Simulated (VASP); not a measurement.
All values below come from PBE GGA with D4 dispersion, VASP's PBE PAW potentials (set 64) (plane waves; VASP).

VASP ran on this input.

### INCAR
```
ALGO  =  Normal   # blocked Davidson
LASPH  =  .TRUE.   # aspherical one-centre terms
NELM  =  100   # most electronic steps
ISIF  =  2   # forces and stress, cell fixed
GGA  =  PE   # PBE
ENCUT  =  520
LMAXMIX  =  4
IVDW  =  13
SIGMA  =  0.05   # width (eV)
LREAL  =  .FALSE.
PREC  =  Accurate
LCHARG  =  .FALSE.
SYSTEM  =  CsPbBr3
ISMEAR  =  0
LWAVE  =  .FALSE.
EDIFF  =  1E-7
```

POSCAR:
```
CsPbBr3
1
    5.9275181362     0.0000000000     0.0000000000
    0.0000000000     5.9275181362     0.0000000000
    0.0000000000     0.0000000000     5.9275181362
Cs Pb Br
1 1 3
Direct
  0.0000000000   0.0000000000   0.0000000000
  0.5000000000   0.5000000000   0.5000000000
  0.5000000000   0.0000000000   0.5000000000
  0.0000000000   0.5000000000   0.5000000000
  0.5000000000   0.5000000000   0.0000000000
```

File KPOINTS:
```
Automatic mesh
0
Gamma
4 4 4
0 0 0
```

POTCAR, in this order: Cs_sv Pb_d Br (PBE.64 set). Program: vasp_std.

Unless said otherwise, spin-orbit coupling is left out, though it shifts the bands of the heavy elements here.

Task: Predict the energy per atom (σ→0), dispersion energy, band gap (on the k-mesh).

Result: 
- energy per atom (σ→0) = -3.383 eV/atom
- dispersion energy = -102.7 kJ/mol
- band gap (on the k-mesh) = 1.64 eV

OSZICAR:
```
...
DAV:   9    -0.158496506283E+02    0.35578E-03   -0.11557E-02   722   0.853E-01    0.106E-01
DAV:  10    -0.158499867888E+02   -0.33616E-03   -0.10989E-03   604   0.203E-01    0.423E-02
DAV:  11    -0.158500720125E+02   -0.85224E-04   -0.18950E-04   600   0.111E-01    0.892E-03
DAV:  12    -0.158500735406E+02   -0.15282E-05   -0.28975E-05   724   0.554E-02    0.747E-03
DAV:  13    -0.158500732217E+02    0.31891E-06   -0.39410E-06   734   0.163E-02    0.284E-03
DAV:  14    -0.158500734165E+02   -0.19483E-06   -0.61156E-07   616   0.641E-03    0.815E-04
DAV:  15    -0.158500734386E+02   -0.22069E-07   -0.35619E-08   376   0.200E-03
   1 F= -.16914869E+02 E0= -.16914869E+02  d E =-.103040E-15
```

The compound is CsPbBr3 in the cubic perovskite structure, the ideal cubic form; the compound distorts at low or room temperature. It was relaxed first.
